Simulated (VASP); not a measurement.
An input for Ansatz (written as the equivalent of a VASP run, and not itself run):

Ansatz 0.2 input:
```yaml
crystal:
  lattice:
    - [4.0715236, 0.0000000, 0.0000000]
    - [0.0000000, 4.0715236, 0.0000000]
    - [0.0000000, 0.0000000, 4.0715236]
  atoms:
    - { symbol: Sc, position: [0.0000000, 0.0000000, 0.0000000] }
    - { symbol: Al, position: [0.0000000, 0.5000000, 0.5000000] }
    - { symbol: Al, position: [0.5000000, 0.0000000, 0.5000000] }
    - { symbol: Al, position: [0.5000000, 0.5000000, 0.0000000] }
kpoints:
  mp_grid: { grid: [8, 8, 8] }
hamiltonian:
  xc: pbesol
  pseudopotentials: { kind: paw }
scf:
  occupations: { method: methfessel_paxton, width: 0.1 }
  max_iter: 100
relax:
  max_steps: 40
  f_tol: 0.02
  cell: {}
output: { forces: true, stress: true, eigenvalues: true }
```

Q: Translate this input to VASP (INCAR, KPOINTS, POSCAR, choice of POTCAR).

A: Several could match; the one computed here: 
**POSCAR**
```
Al3Sc
1.0
  4.0715236001   0.0000000000   0.0000000000
  0.0000000000   4.0715236001   0.0000000000
  0.0000000000   0.0000000000   4.0715236001
Sc Al
1 3
Direct
  0.0000000000   0.0000000000   0.0000000000
  0.0000000000   0.5000000000   0.5000000000
  0.5000000000   0.0000000000   0.5000000000
  0.5000000000   0.5000000000   0.0000000000
```

KPOINTS:
```
Regular mesh
0
Gamma
  8 8 8
```

INCAR:
```
# general
SYSTEM  = Al3Sc
PREC    = Accurate
ENCUT   = 500   # plane-wave cut-off (eV)
LREAL   = .FALSE.   # projection in real space or not
LASPH   = .TRUE.

# electronic loop
EDIFF   = 1E-6   # SCF stop (eV)
NELM    = 100   # most electronic steps
ALGO    = Normal   # blocked Davidson
LMAXMIX = 4   # l cut-off of mixed one-centre charges

# smearing
ISMEAR  = 1   # Methfessel-Paxton
SIGMA   = 0.1   # width (eV)

# functional
GGA     = PS   # PBEsol

# ions
IBRION  = 2   # conjugate gradients
NSW     = 40   # most ionic steps
ISIF    = 3   # ions, shape and volume
EDIFFG  = -0.02   # ionic stop

# output
LWAVE   = .FALSE.
LCHARG  = .FALSE.
```

POTCAR, in this order: Sc_sv Al (PBE.64 set). Program: vasp_std.

Limits of the translation: each code has its own PAW files, so the cut-off isn't converted (ENCUT is set for VASP's; basis.ecutwfc is left out, and Ansatz then takes the one that its files recommend); Ansatz stops its SCF on the density residual and VASP on the energy change (EDIFF).

The compound is Al3Sc in the L1_2 structure. It was relaxed first.
